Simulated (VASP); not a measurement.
Level of theory: PBE GGA, VASP's PBE PAW potentials (set 64) (plane waves; VASP).

A VASP calculation is set up with these files.

POSCAR:
```
HfB2
1
    1.5695010000    -2.7858320000     0.0000000000
    1.5695010000     2.7858320000     0.0000000000
    0.0000000000     0.0000000000     3.4233860000
Hf B
1 2
Direct
  0.0000000000   0.0000000000   0.0000000000
  0.3333330000   0.6666670000   0.5000000000
  0.6731810000   0.3398470000   0.5000000000
```

File KPOINTS:
```
K-points
0
Gamma
 10 10 8
```

INCAR:
```
ALGO = Normal
EDIFF = 1E-6
ENCUT = 520
GGA = PE
ISIF = 2
ISMEAR = 2
LASPH = .TRUE.
LCHARG = .FALSE.
LMAXMIX = 6
LREAL = .FALSE.
LWAVE = .FALSE.
NELM = 100
PREC = Accurate
SIGMA = 0.2
SYSTEM = HfB2
```

POTCAR, in this order: Hf_pv B (PBE.64 set). Program: vasp_std.

Output of the run:

File OUTCAR:
```
 ion  position               nearest neighbor table
   1  0.000  0.000  0.000-   3 2.49   3 2.49   2 2.50   2 2.50   2 2.50   2 2.50   3 2.51   3 2.51
                             2 2.53   2 2.53   3 2.53   3 2.53
   2  0.333  0.667  0.500-   3 1.81   3 1.84   3 1.86   1 2.50   1 2.50   1 2.50   1 2.50   1 2.53
                             1 2.53
   3  0.673  0.340  0.500-   2 1.81   2 1.84   2 1.86   1 2.49   1 2.49   1 2.51   1 2.51   1 2.53
                             1 2.53
  LATTYP: Found a base centered orthorhombic cell.
 ALAT       =     3.1390020000
 B/A-ratio  =     1.7749794361
 C/A-ratio  =     1.0905969477
 Subroutine PRICEL returns:
 Original cell was already a primitive cell.
 Subroutine GETGRP returns: Found  2 space group operations
The static configuration has the point symmetry C_1h.
The dynamic configuration has the point symmetry C_1h.
 Subroutine INISYM returns: Found  2 space group operations
 Subroutine IBZKPT returns following result:
 Found    260 irreducible k-points:

 Following reciprocal coordinates:
            Coordinates               Weight
  0.000000  0.000000  0.000000      1.000000
  0.100000  0.000000  0.000000      2.000000
  0.000000  0.100000  0.000000      2.000000
  0.200000  0.000000  0.000000      2.000000
  0.000000  0.200000  0.000000      2.000000
  0.300000  0.000000  0.000000      2.000000
  0.000000  0.300000  0.000000      2.000000
  0.400000  0.000000  0.000000      2.000000
  0.000000  0.400000  0.000000      2.000000
  0.500000  0.000000  0.000000      1.000000
  0.000000  0.500000  0.000000      1.000000
  0.100000  0.100000  0.000000      2.000000
  0.200000  0.100000  0.000000      2.000000
  0.100000  0.200000  0.000000      2.000000
  0.300000  0.100000  0.000000      2.000000
  0.100000  0.300000  0.000000      2.000000
  0.400000  0.100000  0.000000      2.000000
  0.100000  0.400000  0.000000      2.000000
...
```

OSZICAR:
```
       N       E                     dE             d eps       ncg     rms          rms(c)
DAV:   1     0.281125249226E+02    0.28113E+02   -0.84114E+03  6240   0.126E+03
DAV:   2    -0.268992717631E+02   -0.55012E+02   -0.51778E+02  7684   0.239E+02
DAV:   3    -0.286063229022E+02   -0.17071E+01   -0.16777E+01  8196   0.322E+01
DAV:   4    -0.286202636359E+02   -0.13941E-01   -0.13921E-01  7548   0.313E+00
DAV:   5    -0.286204138928E+02   -0.15026E-03   -0.15019E-03  8188   0.260E-01    0.530E+01
DAV:   6    -0.264753286306E+02    0.21451E+01   -0.50802E+00  7532   0.146E+01    0.384E+01
DAV:   7    -0.264290611985E+02    0.46267E-01   -0.16365E+00  7892   0.883E+00    0.111E+01
DAV:   8    -0.263628625862E+02    0.66199E-01   -0.47145E-01  7364   0.476E+00    0.171E+00
DAV:   9    -0.263590148153E+02    0.38478E-02   -0.28815E-02  7388   0.134E+00    0.218E-01
DAV:  10    -0.263590089148E+02    0.59005E-05   -0.71784E-04  7692   0.230E-01    0.349E-01
DAV:  11    -0.263590083351E+02    0.57963E-06   -0.87667E-05  7656   0.743E-02    0.150E-01
DAV:  12    -0.263590048583E+02    0.34769E-05   -0.83749E-06  7644   0.256E-02    0.274E-02
DAV:  13    -0.263590050693E+02   -0.21107E-06   -0.31500E-07  4468   0.575E-03
   1 F= -.26359005E+02 E0= -.26359040E+02  d E =0.138737E-03
```

### OUTCAR
```
------------------------ aborting loop because EDIFF is reached ----------------------------------------
  FORCE on cell =-STRESS in cart. coord.  units (eV):
  Direction    XX          YY          ZZ          XY          YZ          ZX
  --------------------------------------------------------------------------------------
  Total        0.2599812     -2.0549124      1.1402820      0.0210120      0.0000000      0.0000000
  in kB       13.9139412   -109.9769105     61.0267792      1.1245404      0.0000000      0.0000000
  external PRESSURE =     -11.6787300 kB  Pullay stress =       0.0000000 kB
  volume of cell :       29.94
      direct lattice vectors                 reciprocal lattice vectors
     1.569501000 -2.785832000  0.000000000     0.318572591 -0.179479595  0.000000000
     1.569501000  2.785832000  0.000000000     0.318572591  0.179479595  0.000000000
     0.000000000  0.000000000  3.423386000     0.000000000  0.000000000  0.292108456
 POSITION                                       TOTAL-FORCE (eV/Angst)
 -----------------------------------------------------------------------------------
      0.00000      0.00000      0.00000         0.148966      0.001909      0.000000
      1.56950      0.92861      1.71169         0.162948      0.054355      0.000000
      1.58995     -0.92861      1.71169        -0.311913     -0.056264      0.000000
 -----------------------------------------------------------------------------------
    total drift:                                0.000003      0.000001      0.000000
  FREE ENERGIE OF THE ION-ELECTRON SYSTEM (eV)
  ---------------------------------------------------
  free  energy   TOTEN  =       -26.3590050693 eV

  energy  without entropy=      -26.3591438062  energy(sigma->0) =      -26.35903975
```
(Selected blocks of OUTCAR.)

The compound is HfB2 in the AlB2 type structure. The cell was not relaxed at this level, atoms are displaced from their ideal sites. The run is one of a series of settings (ISMEAR = 2, SIGMA = 0.2 against the base run), some of them coarse on purpose.
